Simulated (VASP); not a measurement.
A convergence study with VASP on BN (wurtzite): one setting is varied, all else stays as given below, so the limit is that of these other settings. Each run relaxes cell and ions from the cell shown.

```
BN
1.0
    1.27500    -2.20837     0.00000
    1.27500     2.20837     0.00000
    0.00000     0.00000     4.22000
B N
2 2
Direct
  0.66667   0.33333   0.50000
  0.33333   0.66667   0.00000
  0.66667   0.33333   0.87500
  0.33333   0.66667   0.37500
```

All values below come from PBE GGA, VASP's PBE PAW potentials (set 64) (plane waves; VASP 6.6.1). The tightest run used: 700 eV cut-off, 14×14×8 Γ-centred mesh, Gaussian smearing of 0.050 eV, potentials B N.

Task: The settings run are 2×2×1 mesh; 3×3×2 mesh; 4×4×2 mesh; 5×5×3 mesh; 6×6×3 mesh; 7×7×4 mesh; 9×9×5 mesh; 10×10×5 mesh; 11×11×6 mesh; 12×12×7 mesh; 13×13×7 mesh; 14×14×8 mesh. From which on does the relaxed volume stay within 0.02 Å³/atom of the tightest run?

Result: From 4×4×2 mesh on: it is off by 0.008 there and by no more than 0.02 in any finer run, while 3×3×2 mesh is off by 0.030.
```json
[
 {"setting": "2×2×1 mesh", "relaxed volume (Å³/atom)": "6.020", "E (eV/atom)": "-8.3311", "irreducible k-points": "2", "difference judged (Å³/atom)": "0.051"},
 {"setting": "3×3×2 mesh", "relaxed volume (Å³/atom)": "5.999", "E (eV/atom)": "-8.6172", "irreducible k-points": "6", "difference judged (Å³/atom)": "0.030"},
 {"setting": "4×4×2 mesh", "relaxed volume (Å³/atom)": "5.977", "E (eV/atom)": "-8.6925", "irreducible k-points": "8", "difference judged (Å³/atom)": "0.008"},
 {"setting": "5×5×3 mesh", "relaxed volume (Å³/atom)": "5.970", "E (eV/atom)": "-8.7068", "irreducible k-points": "10", "difference judged (Å³/atom)": "0.002"},
 {"setting": "6×6×3 mesh", "relaxed volume (Å³/atom)": "5.969", "E (eV/atom)": "-8.7101", "irreducible k-points": "14", "difference judged (Å³/atom)": "0.000"},
 {"setting": "7×7×4 mesh", "relaxed volume (Å³/atom)": "5.969", "E (eV/atom)": "-8.7115", "irreducible k-points": "24", "difference judged (Å³/atom)": "0.000"},
 {"setting": "9×9×5 mesh", "relaxed volume (Å³/atom)": "5.969", "E (eV/atom)": "-8.7117", "irreducible k-points": "36", "difference judged (Å³/atom)": "0.000"},
 {"setting": "10×10×5 mesh", "relaxed volume (Å³/atom)": "5.969", "E (eV/atom)": "-8.7118", "irreducible k-points": "42", "difference judged (Å³/atom)": "0.000"},
 {"setting": "11×11×6 mesh", "relaxed volume (Å³/atom)": "5.969", "E (eV/atom)": "-8.7118", "irreducible k-points": "64", "difference judged (Å³/atom)": "0.000"},
 {"setting": "12×12×7 mesh", "relaxed volume (Å³/atom)": "5.969", "E (eV/atom)": "-8.7118", "irreducible k-points": "76", "difference judged (Å³/atom)": "0.000"},
 {"setting": "13×13×7 mesh", "relaxed volume (Å³/atom)": "5.969", "E (eV/atom)": "-8.7118", "irreducible k-points": "84", "difference judged (Å³/atom)": "0.000"},
 {"setting": "14×14×8 mesh", "relaxed volume (Å³/atom)": "5.969", "E (eV/atom)": "-8.7118", "irreducible k-points": "120", "difference judged (Å³/atom)": "0.000"}
]
```

Left out are rungs that failed or repeat a setting and relaxations that didn't move; long series are thinned to 24 rows.

The compound is BN in the wurtzite structure, a metastable high-pressure form.
